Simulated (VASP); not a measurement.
Given:

```xyz
2
Lattice="0.0000 2.5825 2.5825 2.5825 0.0000 2.5825 2.5825 2.5825 0.0000" Properties=species:S:1:pos:R:3 pbc="T T T"
Be     0.0000     0.0000     0.0000
Se     1.2913     1.2913     1.2913
```

Level of theory: rev-vdW-DF2, VASP's PBE PAW potentials (set 64) (plane waves; VASP). Numerical set-up: 520 eV cut-off, 10×10×10 Γ-centred mesh, tetrahedra with Blöchl corrections, potentials Be Se.

Problem. What does the run give for the energy per atom (σ→0), band gap (on the k-mesh) with the smallest direct gap where there is one?

Solution. 
```json
{
 "band gap (on the k-mesh)": "2.63 eV",
 "smallest direct gap (on the k-mesh)": "4.25 eV",
 "energy per atom (σ→0)": "-3.576 eV/atom"
}
```

The absolute energy has meaning only against runs of the same code, potentials and settings.

The compound is BeSe in the zinc blende structure. It was relaxed first.
